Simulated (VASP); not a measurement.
Here is the system:

```
Al3Sc
1.0
    3.81583     0.00000     0.00000
    0.00000     3.81583     0.00000
    0.00000     0.00000     3.81583
Sc Al
1 3
Direct
  0.00000   0.00000   0.00000
  0.00000   0.50000   0.50000
  0.50000   0.00000   0.50000
  0.50000   0.50000   0.00000
```

Calculation: PBE GGA, VASP's PBE PAW potentials (set 64) (plane waves; VASP). Numerical set-up: 500 eV cut-off, 8×8×8 Γ-centred mesh, first-order Methfessel-Paxton smearing of 0.10 eV, potentials Sc_sv Al.

Energy and stress use the plane-wave basis of the starting cell.

Problem. The ions, cell shape and volume at an external pressure of 45.0 GPa are relaxed. What does this cell relax into?

Solution. 
```
Al3Sc
1.0
    3.72798     0.00000     0.00000
    0.00000     3.72798     0.00000
    0.00000     0.00000     3.72798
Sc Al
1 3
Direct
  0.00000   0.00000   0.00000
  0.00000   0.50000   0.50000
  0.50000   0.00000   0.50000
  0.50000   0.50000   0.00000
```
Space group Pm-3m (221), at a tolerance of 0.03 Å.

Problem. How do energy and volume change from the first to the last step?

Solution. The energy (σ→0) changes by +216.4 meV/atom and the volume by -6.7 %, in 4 ionic steps.

The compound is Al3Sc in the L1_2 structure. This run relaxes it under an external pressure of 45 GPa. Symmetry was kept, so distortions that lower it aren't found.
